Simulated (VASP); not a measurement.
Computed with optB86b-vdW, VASP's PBE PAW potentials (set 64) (plane waves; VASP 6.6.1).

A VASP calculation is set up with these files.

**INCAR**
```
SYSTEM = CuI
PREC = Accurate
ENCUT = 520
EDIFF = 1E-7
NELM = 100
ALGO = Normal
LREAL = .FALSE.
LASPH = .TRUE.
ISMEAR = 0
SIGMA = 0.05
GGA = MK
PARAM1 = 0.1234
PARAM2 = 1.0
LUSE_VDW = .TRUE.
AGGAC = 0.0
LMAXMIX = 4
LWAVE = .FALSE.
LCHARG = .FALSE.
ISIF = 2
```

**KPOINTS**
```
kpoints
0
G
8 8 8
0 0 0
```

### POSCAR
```
CuI
1
    0.0000000000     3.0081198566     3.0081198566
    3.0081198566     0.0000000000     3.0081198566
    3.0081198566     3.0081198566     0.0000000000
Cu I
1 1
Direct
  0.0000000000   0.0000000000   1.0000000000
  0.2500000000   0.2500000000   0.2500000000
```

POTCAR, in this order: Cu I (PBE.64 set). Program: vasp_std.

Output of the run:

OUTCAR:
```
 ion  position               nearest neighbor table
   1  0.000  0.000  0.000-   2 2.61   2 2.61   2 2.61   2 2.61
   2  0.250  0.250  0.250-   1 2.61   1 2.61   1 2.61   1 2.61
  LATTYP: Found a face centered cubic cell.
 ALAT       =     6.0162397132
 Subroutine PRICEL returns:
 Original cell was already a primitive cell.
 Subroutine GETGRP returns: Found 24 space group operations
The static configuration has the point symmetry T_d .
The dynamic configuration has the point symmetry T_d .
 Subroutine INISYM returns: Found 24 space group operations
 Subroutine IBZKPT returns following result:
 Found     29 irreducible k-points:

 Following reciprocal coordinates:
            Coordinates               Weight
  0.000000  0.000000  0.000000      1.000000
  0.125000  0.000000  0.000000      8.000000
  0.250000  0.000000  0.000000      8.000000
  0.375000  0.000000  0.000000      8.000000
  0.500000  0.000000  0.000000      4.000000
  0.125000  0.125000  0.000000      6.000000
  0.250000  0.125000  0.000000     24.000000
  0.375000  0.125000  0.000000     24.000000
  0.500000  0.125000  0.000000     24.000000
...
```

**OSZICAR**
```
       N       E                     dE             d eps       ncg     rms          rms(c)
DAV:   1     0.112390200277E+03    0.11239E+03   -0.80935E+03   754   0.147E+03
DAV:   2     0.709695921204E+01   -0.10529E+03   -0.98599E+02   774   0.270E+02
DAV:   3    -0.736601416678E+00   -0.78336E+01   -0.77221E+01  1014   0.851E+01
DAV:   4    -0.101318600424E+01   -0.27658E+00   -0.27641E+00   939   0.141E+01
DAV:   5    -0.102036085153E+01   -0.71748E-02   -0.71746E-02  1074   0.231E+00    0.528E+00
DAV:   6    -0.939932923452E+00    0.80428E-01   -0.34800E+00   793   0.547E+01    0.340E+00
DAV:   7    -0.799711177813E+00    0.14022E+00   -0.77987E-01   829   0.322E+01    0.167E+00
DAV:   8    -0.801427490609E+00   -0.17163E-02   -0.46044E-02  1102   0.365E+00    0.472E-01
DAV:   9    -0.798445808043E+00    0.29817E-02   -0.13624E-02   926   0.375E+00    0.154E-01
DAV:  10    -0.798564363939E+00   -0.11856E-03   -0.66553E-04   889   0.212E-01    0.728E-02
DAV:  11    -0.798571191844E+00   -0.68279E-05   -0.35087E-04   947   0.607E-01    0.326E-02
DAV:  12    -0.798568964424E+00    0.22274E-05   -0.32922E-05  1145   0.116E-01    0.261E-02
DAV:  13    -0.798567747058E+00    0.12174E-05   -0.20607E-06  1161   0.296E-02    0.147E-02
DAV:  14    -0.798566847873E+00    0.89919E-06   -0.52198E-06  1045   0.755E-02    0.248E-03
DAV:  15    -0.798567153294E+00   -0.30542E-06   -0.10032E-06   799   0.649E-03    0.328E-03
DAV:  16    -0.798567134246E+00    0.19048E-07   -0.21978E-08   427   0.204E-03
   1 F= -.79856713E+00 E0= -.79856713E+00  d E =-.382807E-15
```

### OUTCAR
```
------------------------ aborting loop because EDIFF is reached ----------------------------------------
  FORCE on cell =-STRESS in cart. coord.  units (eV):
  Direction    XX          YY          ZZ          XY          YZ          ZX
  --------------------------------------------------------------------------------------
  Total        0.0069464      0.0069464      0.0069464     -0.0000000     -0.0000000      0.0000000
  in kB        0.2044354      0.2044354      0.2044354     -0.0000000     -0.0000000      0.0000000
  external PRESSURE =       0.2044354 kB  Pullay stress =       0.0000000 kB
  volume of cell :       54.44
      direct lattice vectors                 reciprocal lattice vectors
     0.000000000  3.008119857  3.008119857    -0.166216781  0.166216781  0.166216781
     3.008119857  0.000000000  3.008119857     0.166216781 -0.166216781  0.166216781
     3.008119857  3.008119857  0.000000000     0.166216781  0.166216781 -0.166216781
  FREE ENERGIE OF THE ION-ELECTRON SYSTEM (eV)
  ---------------------------------------------------
  free  energy   TOTEN  =        -0.7985671342 eV

  energy  without entropy=       -0.7985671342  energy(sigma->0) =       -0.79856713
```
(Selected blocks of OUTCAR.)

The compound is CuI in the zinc blende structure. It was relaxed first.
